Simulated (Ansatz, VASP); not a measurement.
# ZnS (Wurtzite-2H) in two plane-wave programs, part 2 of 3

One calculation is typed for both programs; each brings its own data sets. How far apart do they land? The cell is taken from a series of runs on this material, whose earlier steps may have relaxed, scaled, displaced or heated it; both programs get it as it stands.

VASP 6.6.1 and Ansatz 0.2.0.

So far: The structure; VASP: zone-centre phonons, LDA.

## (2) VASP: zone-centre phonons, LDA (continued)

Level of this step: LDA; plane waves and PAW (S, Zn) (VASP).

Parts of OUTCAR (step 2):

```text
ion  position               nearest neighbor table
   1  0.333  0.667  0.378-   3 2.21   4 2.22   4 2.22   4 2.22
   2  0.667  0.333  0.878-   4 2.21   3 2.22   3 2.22   3 2.22
   3  0.333  0.667  0.007-   1 2.21   2 2.22   2 2.22   2 2.22
   4  0.667  0.333  0.507-   2 2.21   1 2.22   1 2.22   1 2.22

  LATTYP: Found a hexagonal cell.
 ALAT       =     3.6022437899
 C/A-ratio  =     1.6527532956

 Subroutine GETGRP returns: Found 12 space group operations
 (whereof  6 operations were pure point group operations)

The static configuration has the point symmetry C_3v.
 The point group associated with its full space group is C_6v.

 Found     95 irreducible k-points:

   k-points           NKPTS =     95   k-points in BZ     NKDIM =     95   number of bands    NBANDS=     24

   dimension x,y,z NGX =    28 NGY =   28 NGZ =   48
   dimension x,y,z NGXF=    56 NGYF=   56 NGZF=   96

   ENCUT  =  500.0 eV  36.75 Ry    6.06 a.u.   6.57  6.57 10.85*2*pi/ulx,y,z

   NELECT =      36.0000    total number of electrons

 k-points in reciprocal lattice and weights: Automatic mesh
   0.00000000  0.00000000  0.00000000       0.001
   0.08333333 -0.00000000  0.00000000       0.005
   0.16666667 -0.00000000  0.00000000       0.005
   0.25000000  0.00000000  0.00000000       0.005
   0.33333333  0.00000000  0.00000000       0.005
   0.41666667  0.00000000  0.00000000       0.005
   0.50000000  0.00000000  0.00000000       0.003
   0.08333333  0.08333333  0.00000000       0.005
   0.16666667  0.08333333  0.00000000       0.010
[...]
-1.801121895  3.119634633  0.000000000     0.000000000  0.320550359  0.000000000
     0.000000000  0.000000000  5.953620295     0.000000000  0.000000000  0.167965028

 POSITION                                       TOTAL-FORCE (eV/Angst)
 -----------------------------------------------------------------------------------
     -0.00000      2.07976      2.25309        -0.000000      0.000000     -0.000874
      1.80112      1.03988      5.22990         0.000000     -0.000000     -0.000874
     -0.00000      2.07976      0.03905        -0.000000     -0.000000      0.000874
      1.80112      1.03988      3.01586         0.000000      0.000000      0.000874
 -----------------------------------------------------------------------------------
    total drift:                                0.000000      0.000000      0.002249

 MACROSCOPIC STATIC DIELECTRIC TENSOR (including local field effects in DFT)
 ------------------------------------------------------
           6.049132    -0.000000     0.000000
          -0.000000     6.049132     0.000000
           0.000000     0.000000     6.215278
 ------------------------------------------------------

 PIEZOELECTRIC TENSOR (including local field effects)  for field in x, y, z        (C/m^2)
          XX          YY          ZZ          XY          YZ          ZX
  --------------------------------------------------------------------------------
  x    -0.00000     0.00000     0.00000    -0.00000    -0.00000     0.35738
  y    -0.00000    -0.00000     0.00000     0.00000     0.35738    -0.00000
  z     0.31677     0.31677    -0.67708    -0.00000    -0.00000     0.00000

 BORN EFFECTIVE CHARGES (including local field effects) (in |e|, cummulative output)
 ---------------------------------------------------------------------------------
 ion    1
    1    -1.68946     0.00000     0.00000
    2     0.00000    -1.68946    -0.00000
    3    -0.00000     0.00000    -1.79880
 ion    2
    1    -1.68946     0.00000     0.00000
    2     0.00000    -1.68946     0.00000
    3     0.00000    -0.00000    -1.79880
 ion    3
    1     1.68946    -0.00000     0.00000
    2    -0.00000     1.68946     0.00000
    3    -0.00000    -0.00000     1.79880
 ion    4
    1     1.68946    -0.00000     0.00000
    2    -0.00000     1.68946    -0.00000
    3    -0.00000     0.00000     1.79880

 Eigenvectors and eigenvalues of the dynamical matrix
 ----------------------------------------------------

   1 f  =   12.229015 THz    76.837166 2PiTHz  407.916027 cm-1    50.575119 meV
             X         Y         Z           dx          dy          dz
     -0.000000  2.079756  2.253094    -0.000000   -0.000000    0.680975
      1.801122  1.039878  5.229904     0.000000    0.000000   -0.680975
     -0.000000  2.079756  0.039050    -0.000000   -0.000000   -0.190455
      1.801122  1.039878  3.015860     0.000000    0.000000    0.190455

   2 f  =   10.760582 THz    67.610731 2PiTHz  358.934381 cm-1    44.502171 meV
             X         Y         Z           dx          dy          dz
     -0.000000  2.079756  2.253094     0.327298   -0.500360    0.000000
      1.801122  1.039878  5.229904    -0.327298    0.500360    0.000000
     -0.000000  2.079756  0.039050     0.206655   -0.315926   -0.000000
      1.801122  1.039878  3.015860    -0.206655    0.315926   -0.000000

   3 f  =   10.760582 THz    67.610731 2PiTHz  358.934381 cm-1    44.502171 meV
             X         Y         Z           dx          dy          dz
     -0.000000  2.079756  2.253094    -0.500360   -0.327298    0.000000
      1.801122  1.039878  5.229904     0.500360    0.327298    0.000000
     -0.000000  2.079756  0.039050    -0.315926   -0.206655   -0.000000
      1.801122  1.039878  3.015860     0.315926    0.206655   -0.000000

   4 f  =   10.524393 THz    66.126710 2PiTHz  351.055955 cm-1    43.525372 meV
             X         Y         Z           dx          dy          dz
     -0.000000  2.079756  2.253094    -0.000000   -0.000000    0.579651
      1.801122  1.039878  5.229904    -0.000000   -0.000000    0.579651
     -0.000000  2.079756  0.039050     0.000000    0.000000   -0.404974
      1.801122  1.039878  3.015860     0.000000    0.000000   -0.404974

   5 f  =   10.450805 THz    65.664345 2PiTHz  348.601337 cm-1    43.221038 meV
             X         Y         Z           dx          dy          dz
     -0.000000  2.079756  2.253094    -0.317237    0.484979    0.000000
      1.801122  1.039878  5.229904    -0.317237    0.484979    0.000000
     -0.000000  2.079756  0.039050     0.221790   -0.339065   -0.000000
      1.801122  1.039878  3.015860     0.221790   -0.339065   -0.000000

   6 f  =   10.450805 THz    65.664345 2PiTHz  348.601337 cm-1    43.221038 meV
             X         Y         Z           dx          dy          dz
     -0.000000  2.079756  2.253094     0.484979    0.317237    0.000000
      1.801122  1.039878  5.229904     0.484979    0.317237    0.000000
     -0.000000  2.079756  0.039050    -0.339065   -0.221790   -0.000000
      1.801122  1.039878  3.015860    -0.339065   -0.221790   -0.000000

   7 f  =    6.597026 THz    41.450335 2PiTHz  220.053093 cm-1    27.283094 meV
             X         Y         Z           dx          dy          dz
     -0.000000  2.079756  2.253094     0.000000   -0.000000    0.190455
      1.801122  1.039878  5.229904     0.000000   -0.000000   -0.190455
     -0.000000  2.079756  0.039050    -0.000000    0.000000    0.680975
      1.801122  1.039878  3.015860     0.000000   -0.000000   -0.680975

   8 f  =    1.547715 THz     9.724580 2PiTHz   51.626214 cm-1     6.400832 meV
             X         Y         Z           dx          dy          dz
     -0.000000  2.079756  2.253094    -0.206714    0.315888   -0.000000
      1.801122  1.039878  5.229904     0.206714   -0.315888   -0.000000
     -0.000000  2.079756  0.039050     0.327391   -0.500300   -0.000000
      1.801122  1.039878  3.015860    -0.327391    0.500300   -0.000000

   9 f  =    1.547715 THz     9.724580 2PiTHz   51.626214 cm-1     6.400832 meV
             X         Y         Z           dx          dy          dz
     -0.000000  2.079756  2.253094     0.315888    0.206714    0.000000
      1.801122  1.039878  5.229904    -0.315888   -0.206714    0.000000
     -0.000000  2.079756  0.039050    -0.500300   -0.327391    0.000000
      1.801122  1.039878  3.015860     0.500300    0.327391    0.000000

  10 f/i=    0.007998 THz     0.050255 2PiTHz    0.266794 cm-1     0.033078 meV
             X         Y         Z           dx          dy          dz
     -0.000000  2.079756  2.253094    -0.385196   -0.125618   -0.000000
      1.801122  1.039878  5.229904    -0.385196   -0.125618   -0.000000
     -0.000000  2.079756  0.039050    -0.550963   -0.179677   -0.000000
      1.801122  1.039878  3.015860    -0.550963   -0.179677   -0.000000

  11 f/i=    0.007998 THz     0.050255 2PiTHz    0.266794 cm-1     0.033078 meV
             X         Y         Z           dx          dy          dz
     -0.000000  2.079756  2.253094     0.125618   -0.385196    0.000000
      1.801122  1.039878  5.229904     0.125618   -0.385196    0.000000
     -0.000000  2.079756  0.039050     0.179677   -0.550963    0.000000
      1.801122  1.039878  3.015860     0.179677   -0.550963    0.000000

  12 f/i=    0.011451 THz     0.071948 2PiTHz    0.381961 cm-1     0.047357 meV
             X         Y         Z           dx          dy          dz
     -0.000000  2.079756  2.253094     0.000000    0.000000   -0.404974
      1.801122  1.039878  5.229904     0.000000    0.000000   -0.404974
     -0.000000  2.079756  0.039050     0.000000    0.000000   -0.579651
      1.801122  1.039878  3.015860     0.000000    0.000000   -0.579651

 MACROSCOPIC STATIC DIELECTRIC TENSOR IONIC CONTRIBUTION
 ------------------------------------------------------
           1.606673    -0.000000    -0.000000
          -0.000000     1.606673    -0.000000
          -0.000000    -0.000000     1.796426
 ------------------------------------------------------

 ELASTIC MODULI CONTR FROM IONIC RELAXATION (kBar)
 Direction    XX          YY          ZZ          XY          YZ          ZX
 --------------------------------------------------------------------------------
 XX        -768.5441    271.9594    455.9344      0.0000     -0.0000     -0.0000
 YY         271.9594   -768.5441    455.9344      0.0000     -0.0000      0.0000
 ZZ         455.9344    455.9344   -837.2233     -0.0000     -0.0000     -0.0000
 XY           0.0000      0.0000     -0.0000   -520.2518     -0.0000     -0.0000
 YZ           0.0000      0.0000     -0.0000     -0.0000   -231.0586      0.0000
 ZX          -0.0000      0.0000     -0.0000     -0.0000      0.0000   -251.1236
 --------------------------------------------------------------------------------

 PIEZOELECTRIC TENSOR IONIC CONTR  for field in x, y, z        (C/m^2)
          XX          YY          ZZ          XY          YZ          ZX
  --------------------------------------------------------------------------------
  x    -0.00000     0.00000    -0.00000     0.00000     0.00000    -0.59770
  y    -0.00000     0.00000    -0.00000    -0.00000    -0.57332     0.00000
  z    -0.62843    -0.62843     1.15398     0.00000     0.00000     0.00000
```

[end of part 2 of 3]

[Lines on the potential files, build, host, timing and source positions are cut from VASP's logs without a mark.]

[Logs are printed without paths, hosts, clocks, repeated set-up lines and the standing remarks that a program may print on its own settings, such as how far it seeks lower states.]

[Hosts, paths, dates, database ids (printed as entryN), source tags and the programs' standing remarks are cut or masked in the printed files.]
